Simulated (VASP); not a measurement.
```xyz
2
Lattice="0.0000 2.8050 2.8050 2.8050 0.0000 2.8050 2.8050 2.8050 0.0000" Properties=species:S:1:pos:R:3 pbc="T T T"
Li     0.0000     0.0000     0.0000
Br     2.8050     2.8050     2.8050
```

Level of theory: PBE GGA, VASP's PBE PAW potentials (set 64) (plane waves; VASP 6.6.1). Numerical set-up: 520 eV cut-off, 7×7×7 Γ-centred mesh, second-order Methfessel-Paxton smearing of 0.50 eV, potentials Li_sv Br.

Question: What does the run give for the energy per atom (σ→0), pressure, band gap (on the k-mesh) with the smallest direct gap where there is one?

Answer: 
band gap (on the k-mesh): 4.71 eV
smallest direct gap (on the k-mesh): 4.71 eV
energy per atom (σ→0): -3.316 eV/atom
pressure: -1.35 GPa

The compound is LiBr in the rock salt structure. The cell was not relaxed at this level. The run is one of a series of settings (ISMEAR = 2, SIGMA = 0.5 against the base run), some of them coarse on purpose.
